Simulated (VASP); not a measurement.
Level of theory: vdW-DF2, VASP's PBE PAW potentials (set 64) (plane waves; VASP).

The input files of a VASP run:

### KPOINTS
```
kpoints
0
Gamma
  13 13 13
```

### INCAR
```
! general
SYSTEM   = Ca
PREC     = Accurate
ENCUT    = 520
LREAL    = .False.
LASPH    = .True.

! electronic loop
EDIFF    = 1E-7
NELM     = 100
ALGO     = Normal

! smearing
ISMEAR   = -5

! functional
GGA      = ML
LUSE_VDW = .True.
AGGAC    = 0.0
ZAB_VDW  = -1.8867

! ions
ISIF     = 2

! output
LWAVE    = .False.
LCHARG   = .True.
LORBIT   = 11
NEDOS    = 601
```

**POSCAR**
```
Ca
5.4915940
  0.0000000000   0.5000000008   0.5000000008
  0.5000000008   0.0000000000   0.5000000008
  0.5000000008   0.5000000008   0.0000000000
Ca
1
Cart
  0.0000000000   0.0000000000   0.0000000000
```

POTCAR, in this order: Ca_sv (PBE.64 set). Program: vasp_std.

What does the run give for the energy per atom (σ→0), band gap (on the k-mesh)?

```yaml
energy per atom (σ→0): 0.652 eV/atom
band gap (on the k-mesh): none (metal, semimetal or under 0.01 eV)
```

OSZICAR:
```
...
DAV:   9     0.651852399239E+00   -0.18848E-04   -0.42116E-04  2391   0.184E-01    0.483E-02
DAV:  10     0.651852763503E+00    0.36426E-06   -0.10066E-04  1885   0.127E-01    0.423E-03
DAV:  11     0.651852361654E+00   -0.40185E-06   -0.48365E-06  2532   0.175E-02    0.292E-03
DAV:  12     0.651853086373E+00    0.72472E-06   -0.32909E-07  2043   0.515E-03    0.567E-04
DAV:  13     0.651853672769E+00    0.58640E-06   -0.67236E-08  1103   0.272E-03    0.666E-04
DAV:  14     0.651853788134E+00    0.11537E-06   -0.16696E-08  1037   0.139E-03    0.340E-05
DAV:  15     0.651853775872E+00   -0.12262E-07   -0.40965E-09   953   0.487E-04
   1 F= 0.65185378E+00 E0= 0.65185378E+00  d E =0.000000E+00
```

The compound is Ca in the fcc structure. It was relaxed first.
